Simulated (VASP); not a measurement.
Here is the system:

```yaml
crystal:
  lattice:
    - [0.00000, 1.69314, 1.69314]
    - [1.69314, 0.00000, 1.69314]
    - [1.69314, 1.69314, 0.00000]
  atoms:
    - { symbol: Ni, position: [0.00000, 0.00000, 0.00000], spin: 0.6 }
```

The numbers are results of revTPSS meta-GGA, VASP's PBE PAW potentials (set 64) (plane waves; VASP), not measurements. Settings: 520 eV cut-off, 18×18×18 Γ-centred mesh, first-order Methfessel-Paxton smearing of 0.10 eV, potentials Ni.

What does the run give for the cell moment, energy per atom (σ→0), pressure, band gap (on the k-mesh) with the smallest direct gap where there is one?

The band gap (on the k-mesh) is none (metal, semimetal or under 0.01 eV) and the cell moment is 0.62 μB. The energy per atom (σ→0) is -1.687 eV/atom and the pressure comes out as 17.48 GPa.

Give the moment on each site (PAW-sphere projection).

```
site  moment (μB)
----  -----------
Ni1          0.62
```

Total energies compare only between runs with the same potentials, cut-off and functional.

The compound is Ni in the fcc structure. This cell is one point of a volume scan, at 0.94 of the reference volume.
